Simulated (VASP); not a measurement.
Computed with PBEsol GGA, VASP's PBE PAW potentials (set 64) (plane waves; VASP).

The input files of a VASP run:

### POSCAR
```
BaZrO3
1
    4.0538594515     0.0000000000     0.0000000000
    0.0000000000     4.0538594515     0.0000000000
    0.0000000000     0.0000000000     4.0538594515
Ba Zr O
1 1 3
Direct
  0.0000000000   0.0000000000   0.0000000000
  0.5000000000   0.5000000000   0.5000000000
  0.5000000000   0.0000000000   0.5000000000
  0.0000000000   0.5000000000   0.5000000000
  0.5000000000   0.5000000000   0.0000000000
```

INCAR:
```
SYSTEM = BaZrO3
LREAL = .FALSE.
LWAVE = .FALSE.
PSTRESS = 300
LASPH = .TRUE.   ! aspherical one-centre terms
ISMEAR = 0
SIGMA = 0.05   ! width (eV)
LMAXMIX = 4
GGA = PS   ! PBEsol
ALGO = Normal   ! blocked Davidson
PREC = Accurate
ISIF = 3   ! ions, shape and volume
LCHARG = .FALSE.
EDIFF = 1E-6   ! SCF stop (eV)
IBRION = 2   ! conjugate gradients
NSW = 40
ENCUT = 620
EDIFFG = -0.02
NELM = 100
```

### KPOINTS
```
Automatic mesh
0
gamma
 6 6 6
0 0 0
```

POTCAR, in this order: Ba_sv Zr_sv O (PBE.64 set). Program: vasp_std.

Q: What will the output report for the number of irreducible k-points (NKPTS), largest plane-wave count, number of space-group operations, FFT grid (NGX, NGY, NGZ)?

A: 
The number of irreducible k-points (NKPTS) is 20 and the largest plane-wave count is 2360. The number of space-group operations comes out as 48. The FFT grid (NGX, NGY, NGZ) is 36 × 36 × 36.

The compound is BaZrO3 in the cubic perovskite structure. This run relaxes it under an external pressure of 30 GPa. Symmetry was kept, so distortions that lower it aren't found.
